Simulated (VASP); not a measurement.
Level of theory: PBEsol GGA, VASP's PBE PAW potentials (set 64) (plane waves; VASP 6.6.1).

VASP input:

**KPOINTS**
```
Automatic mesh
0
G
16 16 16
0 0 0
```

POSCAR:
```
Rh
1.0
  0.0000000000   1.8873668608   1.8873668608
  1.8590563579   0.0000000000   1.8873668608
  1.8590563579   1.8873668608   0.0000000000
Rh
1
Cartesian
  3.7181127158   3.7747337216   3.7747337216
```

### INCAR
```
! general
SYSTEM =Rh
PREC   =Accurate
ENCUT  =480
LREAL  =.False.   ! projection in real space or not
LASPH  =.True.   ! aspherical one-centre terms

! electronic loop
EDIFF  =1E-7   ! SCF stop (eV)
NELM   =100   ! most electronic steps
ALGO   =Normal   ! blocked Davidson
LMAXMIX=4   ! l cut-off of mixed one-centre charges

! smearing
ISMEAR =1   ! Methfessel-Paxton
SIGMA  =0.1   ! width (eV)

! functional
GGA    =PS

! ions
ISIF   =2   ! forces and stress, cell fixed

! output
LWAVE  =.False.
LCHARG =.False.
```

POTCAR, in this order: Rh_pv (PBE.64 set). Program: vasp_std.

What VASP printed:

File OSZICAR:
```
       N       E                     dE             d eps       ncg     rms          rms(c)
DAV:   1     0.109174768714E+03    0.10917E+03   -0.90038E+03  7746   0.139E+03
DAV:   2    -0.732189330180E+01   -0.11650E+03   -0.11145E+03  7888   0.378E+02
DAV:   3    -0.874407888291E+01   -0.14222E+01   -0.14142E+01  8944   0.475E+01
DAV:   4    -0.875250513274E+01   -0.84262E-02   -0.84254E-02  8368   0.376E+00
DAV:   5    -0.875263503828E+01   -0.12991E-03   -0.12990E-03  8798   0.433E-01    0.121E+01
DAV:   6    -0.816057678449E+01    0.59206E+00   -0.13519E+00  8035   0.173E+01    0.395E+00
DAV:   7    -0.813517578602E+01    0.25401E-01   -0.34222E-02  8920   0.242E+00    0.176E+00
DAV:   8    -0.813023884683E+01    0.49369E-02   -0.57061E-03  7963   0.125E+00    0.257E-01
DAV:   9    -0.812997715084E+01    0.26170E-03   -0.28968E-04  8803   0.286E-01    0.362E-02
DAV:  10    -0.812998307614E+01   -0.59253E-05   -0.36543E-06  8638   0.248E-02    0.502E-03
DAV:  11    -0.812998320921E+01   -0.13307E-06   -0.36184E-07  8659   0.883E-03    0.592E-04
DAV:  12    -0.812998309755E+01    0.11167E-06   -0.93642E-09  4451   0.168E-03    0.828E-05
DAV:  13    -0.812998309059E+01    0.69558E-08   -0.66167E-10  4178   0.363E-04
   1 F= -.81299831E+01 E0= -.81298811E+01  d E =-.306072E-03
```

OUTCAR:
```
------------------------ aborting loop because EDIFF is reached ----------------------------------------
  FORCE on cell =-STRESS in cart. coord.  units (eV):
  Direction    XX          YY          ZZ          XY          YZ          ZX
  --------------------------------------------------------------------------------------
  Total        0.7208947      0.3877544      0.3877544      0.0000000      0.0000000      0.0000000
  in kB       87.2061690     46.9063995     46.9063995      0.0000000      0.0000000      0.0000000
  external PRESSURE =      60.3396560 kB  Pullay stress =       0.0000000 kB
  volume of cell :       13.24
      direct lattice vectors                 reciprocal lattice vectors
     0.000000000  1.887366861  1.887366861    -0.268953654  0.264919349  0.264919349
     1.859056358  0.000000000  1.887366861     0.268953654 -0.264919349  0.264919349
     1.859056358  1.887366861  0.000000000     0.268953654  0.264919349 -0.264919349
 POSITION                                       TOTAL-FORCE (eV/Angst)
 -----------------------------------------------------------------------------------
      0.00000      0.00000      0.00000         0.000000      0.000000      0.000000
 -----------------------------------------------------------------------------------
    total drift:                               -0.000000     -0.000000     -0.000000
  FREE ENERGIE OF THE ION-ELECTRON SYSTEM (eV)
  ---------------------------------------------------
  free  energy   TOTEN  =        -8.1299830906 eV

  energy  without entropy=       -8.1296770187  energy(sigma->0) =       -8.12988107
```
(Selected blocks of OUTCAR.)

The compound is Rh in the fcc structure. This cell was strained or had an atom moved on purpose.
